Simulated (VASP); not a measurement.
System: FePb, 2 atoms in the cell.

All numbers below come from VASP, PBE, plane waves, standard recommended PAW potentials.

Cutoff 381 eV; orbitals from an earlier step on the same cell; potentials Fe_pv Pb_d; PREC = Accurate; k-mesh 8×8×6 Γ-centred; Fermi–Dirac smearing of 0.1 eV; starting moments Fe1 3 μB; no spin–orbit coupling.

```
Fe Pb
1.0
     3.20000    0.00000    0.00000
     0.00000    3.20000    0.00000
     0.00000    0.00000    4.10000
Fe Pb
1 1
Direct
  0.00000 0.00000 0.00000
  0.50000 0.50000 0.50000
```

(1) What pressure does the calculation give?

(2) What net moment does the cell keep?

Results:

(1) The pressure is -2.81 GPa, so at these settings the cell is stretched and would shrink.

(2) 2.82 μB per cell.

VASP prints the stress at a fixed plane-wave basis, so it holds the Pulay stress of this cutoff.

The cell is a model and need not be the structure known for this compound. The k-mesh is modest, so these values aren't fully converged in k. Spin–orbit coupling is left out, which matters for 6p elements such as Tl, Pb and Bi. One magnetic order was tried; another may lie lower.
